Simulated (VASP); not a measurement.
A VASP calculation is set up with these files.

File POSCAR:
```
Tc
1.0
  2.7400000000   0.0000000000   0.0000000000
 -1.3700000000   2.3729100000   0.0000000000
  0.0000000000   0.0000000000   4.3900000000
Tc
2
Direct
  0.6666670000   0.3333330000   0.7500000000
  0.3333330000   0.6666670000   0.2500000000
```

**INCAR**
```
SYSTEM = Tc
PREC = Accurate; ENCUT = 480; LREAL = .False.
LASPH = .True.
EDIFF = 1E-6; NELM = 100; ALGO = Normal
LMAXMIX = 4
ISMEAR = 1; SIGMA = 0.1
GGA = PE
IBRION = 2; NSW = 60; ISIF = 3
EDIFFG = -0.01
LWAVE = .False.; LCHARG = .False.
```

### KPOINTS
```
Automatic mesh
0
Gamma
14 14 8
0 0 0
```

POTCAR, in this order: Tc_pv (PBE.64 set). Program: vasp_std.

Task: Write an equivalent input for Ansatz.

Result: One equivalent input (not run):
Ansatz 0.2 input:
```yaml
crystal:
  lattice:
    - [2.7400000, 0.0000000, 0.0000000]
    - [-1.3700000, 2.3729100, 0.0000000]
    - [0.0000000, 0.0000000, 4.3900000]
  atoms:
    - { symbol: Tc, position: [0.6666670, 0.3333330, 0.7500000] }
    - { symbol: Tc, position: [0.3333330, 0.6666670, 0.2500000] }
kpoints:
  mp_grid: { grid: [14, 14, 8] }
hamiltonian:
  xc: pbe
  pseudopotentials: { kind: paw }
scf:
  occupations: { method: methfessel_paxton, width: 0.1 }
  max_iter: 100
relax:
  max_steps: 60
  f_tol: 0.01
  cell: {}
output: { forces: true, stress: true, eigenvalues: true }
```
What does not carry over: each code has its own PAW files, so the cut-off isn't converted (ENCUT is set for VASP's; basis.ecutwfc is left out, and Ansatz then takes the one that its files recommend); Ansatz stops its SCF on the density residual and VASP on the energy change (EDIFF).

The compound is Tc in the hcp structure. This run relaxes it. Symmetry was kept, so distortions that lower it aren't found.
